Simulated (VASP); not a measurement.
# KNi (P4/mmm) in VASP: notebook, part 2 of 3

VASP 6.6.1.

### 4 Relaxation of the atoms, LDA, collinear spin, ferromagnetic start

File INCAR:

```
SYSTEM = KNi
  PREC = Accurate
  ENCUT = 520
  EDIFF = 1E-7
  ISMEAR = 1
  SIGMA = 0.1
  LREAL = .False.
  LASPH = .True.
  NELM = 150
  ALGO = Fast
  ISIF = 2
  LWAVE = .False.
  LCHARG = .False.
  ISPIN = 2
  MAGMOM = 0 1
  LORBIT = 11
  LMAXMIX = 4
  GGA = CA
  IBRION = 2
  NSW = 40
  EDIFFG = -0.005
```

File KPOINTS:

```
Automatic mesh
0
Gamma
  7 7 8
  0 0 0
```

File POSCAR:

```
KNi
1.0
    3.6604778900      0.0000000000      0.0000000000
    0.0000000000      3.6604778900      0.0000000000
    0.0000000000      0.0000000000      3.4788877700
K Ni
1 1
Direct
    0.0000000000      0.0000000000      0.0000000000
    0.5000000000      0.5000000000      0.5000000000
```

Potentials or basis: VASP PAW LDA potentials, release 64 (K_sv, Ni).

Launch:

```console
$ cat potpaw_LDA.64/K_sv/POTCAR potpaw_LDA.64/Ni/POTCAR > POTCAR
$ mpirun -np 1 vasp_std > vasp.out
```

OUTCAR:

```text
SYSTEM = KNi
   PREC = Accurate
   ENCUT = 520
   EDIFF = 1E-7
   ISMEAR = 1
   LREAL = .False.
   LASPH = .True.
   NELM = 150
   ISIF = 2
   ISPIN = 2
   LORBIT = 11
   GGA = CA
   IBRION = 2
   NSW = 40
   EDIFFG = -0.005

 ion  position               nearest neighbor table
   1  0.000  0.000  0.000-   2 3.12   2 3.12   2 3.12   2 3.12   2 3.12   2 3.12   2 3.12   2 3.12

   2  0.500  0.500  0.500-   1 3.12   1 3.12   1 3.12   1 3.12   1 3.12   1 3.12   1 3.12   1 3.12

  LATTYP: Found a simple tetragonal cell.
 ALAT       =     3.6604778900
 C/A-ratio  =     0.9503916905

  Lattice vectors:

 A1 = (   3.6604778900,   0.0000000000,   0.0000000000)
 A2 = (   0.0000000000,   3.6604778900,   0.0000000000)
 A3 = (   0.0000000000,   0.0000000000,   3.4788877700)

Analysis of symmetry for initial positions (statically):
=====================================================================
 Subroutine PRICEL returns:
 Original cell was already a primitive cell.

 Routine SETGRP: Setting up the symmetry group for a
 simple tetragonal supercell.

 Subroutine GETGRP returns: Found 16 space group operations
 (whereof 16 operations were pure point group operations)
 out of a pool of 16 trial point group operations.

The static configuration has the point symmetry D_4h.

Analysis of symmetry for dynamics (positions and initial velocities):
=====================================================================
 Subroutine PRICEL returns:
 Original cell was already a primitive cell.

 Routine SETGRP: Setting up the symmetry group for a
 simple tetragonal supercell.

 Subroutine GETGRP returns: Found 16 space group operations
 (whereof 16 operations were pure point group operations)
 out of a pool of 16 trial point group operations.

The dynamic configuration has the point symmetry D_4h.

Analysis of structural, dynamic, and magnetic symmetry:
=====================================================================
 Subroutine PRICEL returns:
 Original cell was already a primitive cell.

 Routine SETGRP: Setting up the symmetry group for a
 simple tetragonal supercell.

 Subroutine GETGRP returns: Found 16 space group operations
 (whereof 16 operations were pure point group operations)
 out of a pool of 16 trial point group operations.

The overall configuration has the point symmetry D_4h.

 Subroutine INISYM returns: Found 16 space group operations
 (whereof 16 operations are pure point group operations),
 and found     1 'primitive' translations

----------------------------------------------------------------------------------------

                                     Primitive cell

  volume of cell :      46.6140

  direct lattice vectors                    reciprocal lattice vectors
     3.660477890  0.000000000  0.000000000     0.273188373  0.000000000  0.000000000
     0.000000000  3.660477890  0.000000000     0.000000000  0.273188373  0.000000000
     0.000000000  0.000000000  3.478887770     0.000000000  0.000000000  0.287448192

  length of vectors
     3.660477890  3.660477890  3.478887770     0.273188373  0.273188373  0.287448192

  position of ions in fractional coordinates (direct lattice)
     0.000000000  0.000000000  0.000000000
     0.500000000  0.500000000  0.500000000

  ion indices of the primitive-cell ions
   primitive index   ion index
                 1           1
                 2           2

----------------------------------------------------------------------------------------

 KPOINTS: Automatic mesh
[... 93 lines left out ...]
   GGA     = CA    functional components
   LHFCALC =     F    Hartree Fock is set to
   AEXX    =    0.0000 exact exchange contribution
   IVDW    =     0    specifies the selected vdW correction
   LEPSILON=     F    determine dielectric tensor
   LRPA    =     F    only Hartree local field effects (RPA)
 conjugate gradient relaxation of ions
 spin polarized calculation
 RMM-DIIS sequential band-by-band and
 Methfessel and Paxton  Order N= 1 SIGMA  =   0.10
  energy-cutoff  :      520.00
  volume of cell :       46.61
 maximum number of plane-waves:      1281
 NGX is ok and might be reduce to    28
   NGX = 13   NGY = 13   NGZ = 13

 number of electron      18.9999990 magnetization       0.4081711

 Free energy of the ion-electron system (eV)
  ---------------------------------------------------
  ext. energy  EPLUGINS =         0.00000000
  ---------------------------------------------------
  free energy    TOTEN  =        -5.29904637 eV

  energy without entropy =       -5.30031920  energy(sigma->0) =       -5.29947064

 E-fermi :   1.9376     XC(G=0):  -9.6319

 val. band max:        1.9342420241   @ k =   0.4286   0.1429   0.0000
 cond. band min:       1.9404757457   @ k =   0.2857   0.2857   0.3750
 fundamental gap:      0.0062337216
 Fermi energy:         1.9376049777

 spin component 1

 k-point     1 :       0.0000    0.0000    0.0000
  band No.  band energies     occupation
      1     -27.5834      1.00000
      2     -11.1839      1.00000
      3     -11.1839      1.00000
      4     -11.1080      1.00000
      5      -1.8154      1.00000
      6       0.6720      1.00000
      7       0.7364      1.00000
      8       1.4892      1.00000
      9       1.5613      1.00000
     10       1.5613      1.00000
     11       6.7489      0.00000
     12       6.8540      0.00000
     13       9.2983      0.00000
     14       9.2989      0.00000
[... 379 lines left out ...]
      3     -11.3908      1.00000
      4     -11.1089      1.00000
      5       0.4527      1.00000
      6       1.0668      1.00000
      7       1.1889      1.00000
      8       1.3731      1.00000
      9       1.4463      1.00000
     10       1.7042      1.00235
     11       3.5091     -0.00000
     12       6.2942      0.00000
     13       7.7578      0.00000
     14       8.2711      0.00000

 [... further k-points ...]

 spin component 2

 k-point     1 :       0.0000    0.0000    0.0000
  band No.  band energies     occupation
      1     -27.5879      1.00000
      2     -11.1892      1.00000
      3     -11.1892      1.00000
      4     -11.1144      1.00000
      5      -1.7879      1.00000
      6       1.1402      1.00000
      7       1.1425      1.00000
      8       1.7719      1.02046
      9       1.8439      1.01728
     10       1.8439      1.01728
     11       6.8316      0.00000
     12       6.9081      0.00000
     13       9.3370      0.00000
     14       9.3370      0.00000
[... 379 lines left out ...]
      3     -11.3976      1.00000
      4     -11.1140      1.00000
      5       0.6389      1.00000
      6       1.3552      1.00000
      7       1.5722      1.00000
      8       1.6475      1.00016
      9       1.7210      1.00450
     10       2.0932     -0.02508
     11       3.5816     -0.00000
     12       6.3377      0.00000
     13       7.7567      0.00000
     14       8.2933      0.00000

 [... further k-points ...]

------------------------ aborting loop because EDIFF is reached ----------------------------------------

  FORCE on cell =-STRESS in cart. coord.  units (eV):
  Direction    XX          YY          ZZ          XY          YZ          ZX
  --------------------------------------------------------------------------------------
  -------------------------------------------------------------------------------------
  Total       -0.0749338     -0.0749338     -0.5188915      0.0000000     -0.0000000      0.0000000
  in kB       -2.5755625     -2.5755625    -17.8349187      0.0000000     -0.0000000      0.0000000
  external PRESSURE =      -7.6620146 kB  Pullay stress =       0.0000000 kB

 VOLUME and BASIS-vectors are now :
 -----------------------------------------------------------------------------
  energy-cutoff  :      520.00
  volume of cell :       46.61
      direct lattice vectors                 reciprocal lattice vectors
     3.660477890  0.000000000  0.000000000     0.273188373  0.000000000  0.000000000
     0.000000000  3.660477890  0.000000000     0.000000000  0.273188373  0.000000000
     0.000000000  0.000000000  3.478887770     0.000000000  0.000000000  0.287448192

 POSITION                                       TOTAL-FORCE (eV/Angst)
 -----------------------------------------------------------------------------------
      0.00000      0.00000      0.00000         0.000000      0.000000      0.000000
      1.83024      1.83024      1.73944         0.000000      0.000000      0.000000
 -----------------------------------------------------------------------------------
    total drift:                                0.000000      0.000000      0.000000

  FREE ENERGIE OF THE ION-ELECTRON SYSTEM (eV)
  ---------------------------------------------------
  free  energy   TOTEN  =        -5.2990463662 eV

  energy  without entropy=       -5.3003192018  energy(sigma->0) =       -5.29947064

 reached required accuracy - stopping structural energy minimisation

 total charge

# of ion       s       p       d       tot
------------------------------------------
    1        1.985   5.549   0.069   7.603
    2        0.476   0.062   8.462   9.000
--------------------------------------------------
tot          2.461   5.612   8.530  16.603

 magnetization (x)

# of ion       s       p       d       tot
------------------------------------------
    1       -0.001   0.000  -0.005  -0.005
    2        0.009  -0.002   0.422   0.430
--------------------------------------------------
tot          0.008  -0.001   0.417   0.424
```

Run time: 2.5 min. Hardware: 1 thread of AMD EPYC 7R13 (Zen 3), shared host; peak memory 0.15 GiB.

What came out:

- Free energy: -5.2990 eV
- Pressure after relaxing: -0.8 GPa
- Band gap on the k mesh: none (metal or under the smearing width)
- Net moment: 0.41 μB per cell
- Site moments: K -0.01; Ni +0.43 μB
- Valence electrons inside the program's atomic spheres: K 7.60; Ni 9.00

Final structure:
```yaml
crystal:
  lattice:
    - [3.66048, 0.00000, 0.00000]
    - [0.00000, 3.66048, 0.00000]
    - [0.00000, 0.00000, 3.47889]
  atoms:
    - { symbol: K, position: [0.00000, 0.00000, 0.00000] }
    - { symbol: Ni, position: [0.50000, 0.50000, 0.50000] }
```

Caveat: the relaxation stopped at its first step, so nothing moved.

(Continued in part 3 of 3.)
